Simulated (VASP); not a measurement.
OSZICAR of a VASP run on CdSe:

**OSZICAR**
```
       N       E                     dE             d eps       ncg     rms          rms(c)
DAV:   1    -0.358913448890E+02   -0.35891E+02   -0.12817E-05   912   0.194E-02    0.447E-03
DAV:   2    -0.358913436498E+02    0.12392E-05   -0.40318E-06   712   0.137E-02    0.337E-03
DAV:   3    -0.358913433951E+02    0.25469E-06   -0.11910E-06   608   0.404E-03    0.192E-03
DAV:   4    -0.358913433735E+02    0.21526E-07   -0.25610E-07   488   0.329E-03
   1 F= -.35891343E+02 E0= -.35891343E+02  d E =-.935593E-14
```

Task: Which electronic solver shows in the log?

Result: It is blocked Davidson (ALGO = Normal, or the opening steps of other solvers). The INCAR had ALGO = Normal.

Task: Can the final energy be trusted as converged?

Result: The run converged. It stopped with EDIFF = 1E-6, NELM = 100 (PBEsol GGA, plane waves, VASP's PBE PAW potentials (set 64)).

The cell is a thin slab with vacuum, built from CdSe (wurtzite): (100) face.
